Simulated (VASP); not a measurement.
VASP ran on this input.

**INCAR**
```
# general
SYSTEM  = AuAl2
PREC    = Accurate
ENCUT   = 480
LREAL   = .False.
LASPH   = .True.

# electronic loop
EDIFF   = 1E-7
NELM    = 100
ALGO    = Normal
LMAXMIX = 6
LMIXTAU = .True.

# smearing
ISMEAR  = 1
SIGMA   = 0.1

# functional
METAGGA = R2SCAN

# ions
ISIF    = 2

# output
LWAVE   = .False.
LCHARG  = .False.
```

POSCAR:
```
AuAl2
4.2004290
  0.0000000000   0.7142127626   0.6999285073
  0.7142127626   0.0000000000   0.6999285073
  0.7142127626   0.7142127626   0.0000000000
Al Au
2 1
Direct
  0.2500000000   0.2500000000   0.2500000000
  0.7500000000   0.7500000000   0.7500000000
  0.0000000000   0.0000000000   0.0000000000
```

### KPOINTS
```
Automatic mesh
0
Gamma
8 8 8
0 0 0
```

POTCAR, in this order: Al Au (PBE.64 set). Program: vasp_std.

Question: Write an equivalent input for Ansatz.

Answer: One equivalent input (not run):
Ansatz 0.2 input:
```yaml
crystal:
  lattice:
    - [0.0000000, 3.0000000, 2.9400000]
    - [3.0000000, 0.0000000, 2.9400000]
    - [3.0000000, 3.0000000, 0.0000000]
  atoms:
    - { symbol: Al, position: [0.2500000, 0.2500000, 0.2500000] }
    - { symbol: Al, position: [0.7500000, 0.7500000, 0.7500000] }
    - { symbol: Au, position: [0.0000000, 0.0000000, 0.0000000] }
kpoints:
  mp_grid: { grid: [8, 8, 8] }
hamiltonian:
  xc: r2scan
  pseudopotentials: { kind: paw }
scf:
  occupations: { method: methfessel_paxton, width: 0.1 }
  max_iter: 100
output: { forces: true, stress: true, eigenvalues: true }
```
The two are equivalent in intent, not identical: each code has its own PAW files, so the cut-off isn't converted (ENCUT is set for VASP's; basis.ecutwfc is left out, and Ansatz then takes the one that its files recommend); Ansatz stops its SCF on the density residual and VASP on the energy change (EDIFF).

The compound is AuAl2 in the fluorite structure. This cell was strained or had an atom moved on purpose.
